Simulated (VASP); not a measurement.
```xyz
8
Lattice="4.8355 0.0000 0.0000 0.0000 4.8355 0.0000 0.0000 0.0000 4.8355" Properties=species:S:1:pos:R:3 pbc="T T T"
Si     2.4177     2.4177     2.4177
Si     0.0000     0.0000     0.0000
Mo     1.2089     0.0000     2.4177
Mo     2.4177     1.2089     0.0000
Mo     2.4177     3.6266     0.0000
Mo     3.6266     0.0000     2.4177
Mo     0.0000     2.4177     3.6266
Mo     0.0000     2.4177     1.2089
```

The numbers are results of LDA (Ceperley-Alder, Perdew-Zunger), VASP's LDA PAW potentials (set 64) (plane waves; VASP), not measurements. Numerical set-up: 400 eV cut-off, 7×7×7 Γ-centred mesh, tetrahedra with Blöchl corrections, potentials Si Mo_sv.

The cores are frozen, which limits the accuracy of field gradients.

Q: Give the principal components of the electric field gradient (V/Å²) and the asymmetry η at each nucleus.

A: 
```tsv
atom	Vxx	Vyy	Vzz	η
Si1	0.0	0.0	0.0	-
Si2	0.0	0.0	0.0	-
Mo3	-28.2	-28.2	56.5	0.00
Mo4	-28.2	-28.2	56.5	0.00
Mo5	-28.2	-28.2	56.5	0.00
Mo6	-28.2	-28.2	56.5	0.00
Mo7	-28.2	-28.2	56.5	0.00
Mo8	-28.2	-28.2	56.5	0.00
```

The compound is Mo3Si in the A15 structure. It was relaxed first.
